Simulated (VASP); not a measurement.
## HfSi2B4: relaxation of cell and atoms with PBE

HfSi2B4:

```
Hf Si B
1.0
    -2.83026    2.83026    2.27079
     2.83026   -2.83026    2.27079
     2.83026    2.83026   -2.27079
Hf Si B
1 2 4
Direct
  0.00000 0.00000 0.00000
  0.75000 0.25000 0.50000
  0.25000 0.75000 0.50000
  0.30306 0.30306 0.60612
  0.69694 0.69694 0.39388
  0.30306 0.69694 0.00000
  0.69694 0.30306 0.00000
```

The cell was built by a generator and needn't be a form met in nature.

| Quantity | Value |
| --- | --- |
| Program | VASP 6.6.1 |
| Task | relaxation of cell and atoms |
| Functional | PBE |
| Potentials or basis | VASP PAW PBE potentials, release 64 (Hf_pv, Si, B) |
| Cutoff | 520 eV |
| k mesh | 5 × 5 × 5 |
| Occupations | gaussian, width 0.15 eV |
| Spin | no spin polarisation |
| Further INCAR settings | PREC = Normal; ALGO = Fast; EDIFF = 0.0001; IBRION = 2; EDIFFG = -0.08; NSW = 24; ISIF = 3 |

```json
{"Relaxed volume": "9.80 Å³/atom", "Relaxed cell": "a = 4.479 Å, b = 4.479 Å, c = 4.479 Å, α = 106.50°, β = 106.50°, γ = 115.58°", "Space group after relaxing (to 0.05 Å)": "I4/mmm (No. 139)", "Energy gained by relaxing": "321.1 meV/atom", "Ionic steps": "14", "Pressure after relaxing": "0.3 GPa", "Largest force after relaxing": "0.025 eV/Å", "Band gap on the k mesh": "none (metal or under the smearing width)"}
```

Forces on the atoms (eV/Å):
```
Hf   0.000  0.000  0.000
Si   0.000  0.000  0.000
Si   0.000  0.000  0.000
B   -0.018 -0.018  0.000
B    0.018  0.018  0.000
B    0.018 -0.018  0.000
B   -0.018  0.018  0.000
```

Stress tensor (GPa, compression positive):
```
 0.59  0.00  0.00
 0.00  0.59  0.00
 0.00  0.00 -0.14
```

Step by step:
| step | energy change (eV) | largest force (eV/Å) | pressure (GPa) | volume (Å³) |
| --- | --- | --- | --- | --- |
| 1 | 0.0000 | 1.9122 | -6.87 | 72.76 |
| 2 | -1.0550 | 2.4641 | -0.80 | 68.14 |
| 3 | 2.1277 | 8.5427 | 79.21 | 55.12 |
| 4 | -1.2718 | 2.5001 | 4.93 | 65.91 |
| 5 | -1.5806 | 0.3001 | 28.16 | 60.41 |
| 6 | -1.6702 | 1.6367 | 16.93 | 62.55 |
| 7 | -2.0538 | 0.1788 | 14.32 | 63.99 |
| 8 | -2.0572 | 0.4108 | 14.28 | 64.14 |
| 9 | -2.2299 | 0.0203 | 3.82 | 67.20 |
| 10 | -2.2451 | 0.1848 | -0.05 | 68.56 |
| 11 | -2.2451 | 0.1721 | 0.04 | 68.47 |
| 12 | -2.2450 | 0.1611 | 0.29 | 68.38 |
| 13 | -2.2468 | 0.0813 | 0.42 | 68.47 |
| 14 | -2.2476 | 0.0248 | 0.35 | 68.59 |

Final structure:
```
CELL_PARAMETERS angstrom
-2.68002 2.68002 2.38746
2.68002 -2.68002 2.38746
2.68002 2.68002 -2.38746
ATOMIC_POSITIONS crystal
Hf 0.00000 0.00000 0.00000
Si 0.75000 0.25000 0.50000
Si 0.25000 0.75000 0.50000
B 0.33678 0.33678 0.67356
B 0.66322 0.66322 0.32644
B 0.33678 0.66322 0.00000
B 0.66322 0.33678 0.00000
```

Levels at points of the mesh, in eV from the Fermi level:
```csv
k point,band 12,band 13,band 14,band 15,band 16,band 17,band 18,band 19
"(0.00, 0.00, 0.00)",-4.48,-2.57,-2.57,-2.48,-0.62,0.05,3.43,3.43
```

Run time: 42 s on 4 MPI ranks on Intel(R) Xeon(R) Platinum 8488C (Sapphire Rapids) (shared host), peak memory 0.19 GiB a rank.

Caveat: the relaxation stopped at a loose force limit of 0.08 eV/Å, so its end isn't a converged minimum. The run has no spin-orbit coupling, so splittings on Hf are missing.
